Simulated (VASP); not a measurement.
# CrO2: hyperfine terms and field gradients, part 3 of 4

Wanted: contact terms and field gradients at the nuclei of CrO2. The start is a cell from a database of measured crystal structures.

VASP 6.6.1, plane waves and PAW; the level of theory is named at each step.

So far. Step 2 (Local probes at PBE): The largest gradient is -59.02 V/Å², at Cr1.

## Step 3: Local probes at r2SCAN

This step: r2SCAN, DFT+U (Cr d 3.5 eV), spin-polarised from a ferromagnetic start; plane waves and PAW (Cr_pv, O) (VASP 6.6.1).

Field gradients probe the charge near the nuclei, so LASPH is on and the cutoff is at least 1.4 times the default of the data sets; this run is at r2SCAN. LHYPERFINE adds the spin density at the nuclei, with NGYROMAG = 1 for all, so that values scale to any isotope.

Contents of INCAR:

```
SYSTEM = CrO2
PREC = Accurate
ENCUT = 560
EDIFF = 1E-07
NELM = 100
ISMEAR = -1
SIGMA = 0.05
LREAL = .FALSE.
ALGO = Normal
METAGGA = R2SCAN
LASPH = .TRUE.
NBANDS = 37
ISPIN = 2
MAGMOM = 3 3 0 0 0 0
LDAU = .TRUE.
LDAUTYPE = 2
LDAUL = 2 -1
LDAUU = 3.5 0
LDAUJ = 0 0
LDAUPRINT = 1
LMAXMIX = 4
LORBIT = 11
LWAVE = .FALSE.
LCHARG = .FALSE.
KPAR = 4
LEFG = .TRUE.
LHYPERFINE = .TRUE.
NGYROMAG = 1 1
```

Contents of POSCAR:

```
CrO2
1.0
    4.4210000000      0.0000000000      0.0000000000
    0.0000000000      4.4210000000      0.0000000000
    0.0000000000      0.0000000000      2.9170000000
Cr O
2 4
Direct
    0.5000000000      0.5000000000      0.5000000000
    0.0000000000      0.0000000000      0.0000000000
    0.8010000000      0.1990000000      0.5000000000
    0.6990000000      0.6990000000      0.0000000000
    0.1990000000      0.8010000000      0.5000000000
    0.3010000000      0.3010000000      0.0000000000
```

Contents of KPOINTS:

```
Automatic mesh
0
Gamma
6 6 10
0 0 0
```

PAW data sets: Cr_pv and O (PBE family, release 64).

Run with:

```bash
> mpirun -np 4 vasp_std
```

Output:

```text
[banner, memory and clock lines left out]
running    4 mpi-ranks, on    1 nodes
 distrk:  each k-point on    1 cores,    4 groups
 distr:  one band on    1 cores,    1 groups

 POSCAR found type information on POSCAR CrO
 POSCAR found :  2 types and       6 ions
|                                                                             |
|               ----> ADVICE to this user running VASP <----                  |
|                                                                             |
|     You enforced a specific xc type in the INCAR file but a different       |
|     [... a line on the potential file left out ...]
|     I HOPE YOU KNOW WHAT YOU ARE DOING!                                     |
|                                                                             |

 LDA part: xc-table for (None), standard interpolation
 POSCAR, INCAR and KPOINTS ok, starting setup
 FFT: planning ... GRIDC
 FFT: planning ... GRID_SOFT
 FFT: planning ... GRID
 WAVECAR not read
 entering main loop
       N       E                     dE             d eps       ncg     rms          rms(c)
DAV:   1     0.608587278357E+03    0.60859E+03   -0.27510E+04  8880   0.158E+03
DAV:   2    -0.333993833581E+02   -0.64199E+03   -0.59691E+03  9223   0.476E+02
DAV:   3    -0.885094662321E+02   -0.55110E+02   -0.53993E+02  9891   0.151E+02
DAV:   4    -0.895680949579E+02   -0.10586E+01   -0.10491E+01 10329   0.213E+01
DAV:   5    -0.895864096556E+02   -0.18315E-01   -0.18221E-01 10536   0.280E+00    0.434E+01
DAV:   6    -0.638864601925E+02    0.25700E+02   -0.66888E+01 10342   0.853E+01    0.722E+02
DAV:   7    -0.661236603730E+02   -0.22372E+01   -0.62704E+00  9424   0.159E+01    0.781E+02
DAV:   8    -0.631848353564E+02    0.29388E+01   -0.99465E+01 10201   0.249E+01    0.505E+01
DAV:   9    -0.612692139167E+02    0.19156E+01   -0.45308E+00 11068   0.185E+01    0.439E+01
DAV:  10    -0.612877445776E+02   -0.18531E-01   -0.11515E+00  9413   0.130E+01    0.527E+01
DAV:  11    -0.614283775203E+02   -0.14063E+00   -0.43590E-01  9319   0.491E+00    0.641E+01
DAV:  12    -0.612874987106E+02    0.14088E+00   -0.17855E-01 10204   0.407E+00    0.686E+01
DAV:  13    -0.612423412167E+02    0.45157E-01   -0.19212E-02  9321   0.930E-01    0.721E+01
DAV:  14    -0.611826396544E+02    0.59702E-01   -0.15673E-02  9541   0.148E+00    0.827E+01
DAV:  15    -0.612003078771E+02   -0.17668E-01   -0.43453E-03  9810   0.618E-01    0.866E+01
DAV:  16    -0.611970040821E+02    0.33038E-02   -0.11618E-02 10466   0.104E+00    0.712E+01
DAV:  17    -0.616165469523E+02   -0.41954E+00   -0.73653E-02  9826   0.242E+00    0.379E+01
DAV:  18    -0.616328498801E+02   -0.16303E-01   -0.57169E-03  9231   0.604E-01    0.388E+01
DAV:  19    -0.616867059628E+02   -0.53856E-01   -0.15982E-02 10826   0.112E+00    0.221E+01
DAV:  20    -0.616880508699E+02   -0.13449E-02   -0.15755E-03 10288   0.280E-01    0.205E+01
DAV:  21    -0.616948237571E+02   -0.67729E-02   -0.18884E-03 11324   0.307E-01    0.170E+01
DAV:  22    -0.616946316505E+02    0.19211E-03   -0.32113E-03 11477   0.485E-01    0.486E+00
DAV:  23    -0.617003904393E+02   -0.57588E-02   -0.88544E-03 11316   0.911E-01    0.190E+01
DAV:  24    -0.616925361048E+02    0.78543E-02   -0.14564E-02 11529   0.108E+00    0.102E+01
DAV:  25    -0.616943127855E+02   -0.17767E-02   -0.26051E-03 10628   0.487E-01    0.166E+00
DAV:  26    -0.616942672492E+02    0.45536E-04   -0.17083E-04  9481   0.946E-02    0.703E-01
DAV:  27    -0.616943071329E+02   -0.39884E-04   -0.36301E-05 10778   0.562E-02    0.111E+00
DAV:  28    -0.616942746939E+02    0.32439E-04   -0.30747E-05 10820   0.480E-02    0.440E-01
DAV:  29    -0.616942790081E+02   -0.43142E-05   -0.27829E-06  9962   0.133E-02    0.303E-01
DAV:  30    -0.616943010945E+02   -0.22086E-04   -0.63116E-06 10045   0.221E-02    0.148E-01
DAV:  31    -0.616943050450E+02   -0.39505E-05   -0.18867E-06 10730   0.112E-02    0.431E-02
DAV:  32    -0.616943073724E+02   -0.23274E-05   -0.69657E-07  9989   0.614E-03    0.400E-02
DAV:  33    -0.616943046907E+02    0.26818E-05   -0.43791E-07  8757   0.424E-03    0.151E-02
DAV:  34    -0.616943049932E+02   -0.30251E-06   -0.78020E-08  4895   0.192E-03    0.327E-02
DAV:  35    -0.616943047186E+02    0.27460E-06   -0.12664E-08  4525   0.989E-04    0.176E-02
DAV:  36    -0.616943050124E+02   -0.29377E-06   -0.46178E-09  4505   0.453E-04    0.107E-02
DAV:  37    -0.616943050070E+02    0.53487E-08   -0.30778E-09  4490   0.359E-04
ion   1
     0.0000000     2.1649895     0.0000000    13.0284404     0.0000000    -0.0000000
     0.0000434     2.1649895     0.0000000    13.0284403     0.0000000    -0.0000000
     0.0000597     2.1649895     0.0000000    13.0284402     0.0000000    -0.0000000
     0.0000823     2.1649894     0.0000000    13.0284401     0.0000000    -0.0000000
     0.0001133     2.1649893     0.0000000    13.0284398     0.0000000    -0.0000000

     0.0000000   -14.4371940     0.0000000    49.8020270     0.0000000    -0.0000000
     0.0000434   -14.4368662     0.0000000    49.8020373     0.0000000    -0.0000000
     0.0000597   -14.4366741     0.0000000    49.8020430     0.0000000    -0.0000000
     0.0000823   -14.4363580     0.0000000    49.8020523     0.0000000    -0.0000000
     0.0001133   -14.4358410     0.0000000    49.8020671     0.0000000    -0.0000000

ion   2
     0.0000000    -2.1649895     0.0000000    13.0284404     0.0000000    -0.0000000
     0.0000434    -2.1649895     0.0000000    13.0284403     0.0000000    -0.0000000
     0.0000597    -2.1649895     0.0000000    13.0284402     0.0000000    -0.0000000
     0.0000823    -2.1649894     0.0000000    13.0284401     0.0000000    -0.0000000
     0.0001133    -2.1649893     0.0000000    13.0284398     0.0000000    -0.0000000

     0.0000000    14.4371940     0.0000000    49.8020270     0.0000000    -0.0000000
     0.0000434    14.4368662     0.0000000    49.8020373     0.0000000    -0.0000000
     0.0000597    14.4366741     0.0000000    49.8020430     0.0000000    -0.0000000
     0.0000823    14.4363580     0.0000000    49.8020523     0.0000000    -0.0000000
     0.0001133    14.4358410     0.0000000    49.8020671     0.0000000    -0.0000000

ion   3
     0.0000000     0.1501073     0.0000000     4.2091394    -0.0000000    -0.0000000
     0.0000293     0.1501073     0.0000000     4.2091393    -0.0000000    -0.0000000
     0.0000403     0.1501073     0.0000000     4.2091393    -0.0000000    -0.0000000
     0.0000555     0.1501072     0.0000000     4.2091393    -0.0000000    -0.0000000
     0.0000765     0.1501072     0.0000000     4.2091392    -0.0000000    -0.0000000

     0.0000000     7.2003339     0.0000000    10.3383623    -0.0000000    -0.0000000
     0.0000293     7.2003312     0.0000000    10.3383600    -0.0000000    -0.0000000
     0.0000403     7.2003294     0.0000000    10.3383585    -0.0000000    -0.0000000
     0.0000555     7.2003263     0.0000000    10.3383558    -0.0000000    -0.0000000
     0.0000765     7.2003212     0.0000000    10.3383514    -0.0000000    -0.0000000

ion   4
     0.0000000    -0.1501073    -0.0000000     4.2091394    -0.0000000    -0.0000000
     0.0000293    -0.1501073    -0.0000000     4.2091393    -0.0000000    -0.0000000
     0.0000403    -0.1501073    -0.0000000     4.2091393    -0.0000000    -0.0000000
     0.0000555    -0.1501072    -0.0000000     4.2091393    -0.0000000    -0.0000000
     0.0000765    -0.1501072    -0.0000000     4.2091392    -0.0000000    -0.0000000

     0.0000000    -7.2003339    -0.0000000    10.3383623    -0.0000000    -0.0000000
     0.0000293    -7.2003312    -0.0000000    10.3383600    -0.0000000    -0.0000000
     0.0000403    -7.2003294    -0.0000000    10.3383585    -0.0000000    -0.0000000
     0.0000555    -7.2003263    -0.0000000    10.3383558    -0.0000000    -0.0000000
     0.0000765    -7.2003212    -0.0000000    10.3383514    -0.0000000    -0.0000000

ion   5
     0.0000000     0.1501073     0.0000000     4.2091394    -0.0000000     0.0000000
     0.0000293     0.1501073     0.0000000     4.2091393    -0.0000000     0.0000000
     0.0000403     0.1501073     0.0000000     4.2091393    -0.0000000     0.0000000
     0.0000555     0.1501072     0.0000000     4.2091393    -0.0000000     0.0000000
     0.0000765     0.1501072     0.0000000     4.2091392    -0.0000000     0.0000000

     0.0000000     7.2003339     0.0000000    10.3383623    -0.0000000     0.0000000
     0.0000293     7.2003312     0.0000000    10.3383600    -0.0000000     0.0000000
     0.0000403     7.2003294     0.0000000    10.3383585    -0.0000000     0.0000000
     0.0000555     7.2003263     0.0000000    10.3383558    -0.0000000     0.0000000
     0.0000765     7.2003212     0.0000000    10.3383514    -0.0000000     0.0000000

ion   6
     0.0000000    -0.1501073    -0.0000000     4.2091394    -0.0000000    -0.0000000
     0.0000293    -0.1501073    -0.0000000     4.2091393    -0.0000000    -0.0000000
     0.0000403    -0.1501073    -0.0000000     4.2091393    -0.0000000    -0.0000000
     0.0000555    -0.1501072    -0.0000000     4.2091393    -0.0000000    -0.0000000
     0.0000765    -0.1501072    -0.0000000     4.2091392    -0.0000000    -0.0000000

     0.0000000    -7.2003339    -0.0000000    10.3383623    -0.0000000    -0.0000000
     0.0000293    -7.2003312    -0.0000000    10.3383600    -0.0000000    -0.0000000
     0.0000403    -7.2003294    -0.0000000    10.3383585    -0.0000000    -0.0000000
     0.0000555    -7.2003263    -0.0000000    10.3383558    -0.0000000    -0.0000000
     0.0000765    -7.2003212    -0.0000000    10.3383514    -0.0000000    -0.0000000

   1 F= -.61694305E+02 E0= -.61690774E+02  d E =-.706215E-02  mag=     4.0000
```

Run time: 7 min. Hardware: 4 MPI ranks of Intel Xeon Platinum 8259CL at 2.50GHz (Skylake/Cascade Lake), shared host; peak memory 1.4 GiB.

(Part 3 of 4 ends here.)

[Lines on the potential files, build, host, timing and source positions are cut from VASP's logs without a mark.]

[Logs are printed without paths, hosts, clocks, repeated set-up lines and the standing remarks that a program may print on its own settings, such as how far it seeks lower states.]

[Hosts, paths, dates, database ids (printed as entryN), source tags and the programs' standing remarks are cut or masked in the printed files.]
